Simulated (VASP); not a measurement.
Input for VASP

**POSCAR**
```
CdF2
5.4118420
  0.0000000000   0.5000000000   0.5000000000
  0.5000000000   0.0000000000   0.5000000000
  0.5000000000   0.5000000000   0.0000000000
Cd F
1 2
direct
  0.0000000000   0.0000000000   0.0000000000
  0.2500000000   0.2500000000   0.2500000000
  0.7500000000   0.7500000000   0.7500000000
```

**KPOINTS**
```
Automatic mesh
0
Gamma
7 7 7
0 0 0
```

INCAR:
```
SYSTEM = CdF2
PREC = Accurate
ENCUT = 400
EDIFF = 1E-6
NELM = 100
ALGO = Normal
LREAL = .FALSE.
LASPH = .TRUE.
ISMEAR = -1
SIGMA = 0.05
GGA = PE
LMAXMIX = 4
LWAVE = .FALSE.
LCHARG = .FALSE.
ISIF = 2
```

POTCAR, in this order: Cd F (PBE.64 set). Program: vasp_std.

Problem. Write an equivalent input for Ansatz.

Solution. One equivalent input (not run):
Ansatz 0.2 input:
```yaml
crystal:
  lattice:
    - [0.0000000, 2.7059210, 2.7059210]
    - [2.7059210, 0.0000000, 2.7059210]
    - [2.7059210, 2.7059210, 0.0000000]
  atoms:
    - { symbol: Cd, position: [0.0000000, 0.0000000, 0.0000000] }
    - { symbol: F, position: [0.2500000, 0.2500000, 0.2500000] }
    - { symbol: F, position: [0.7500000, 0.7500000, 0.7500000] }
kpoints:
  mp_grid: { grid: [7, 7, 7] }
hamiltonian:
  xc: pbe
  pseudopotentials: { kind: paw }
scf:
  occupations: { method: fermi_dirac, width: 0.05 }
  max_iter: 100
output: { forces: true, stress: true, eigenvalues: true }
```
The two are equivalent in intent, not identical: each code has its own PAW files, so the cut-off isn't converted (ENCUT is set for VASP's; basis.ecutwfc is left out, and Ansatz then takes the one that its files recommend); Ansatz stops its SCF on the density residual and VASP on the energy change (EDIFF).

The structure comes from a computed database's CdF2 entry; how it stands against other phases isn't given here. The cell was not relaxed at this level.
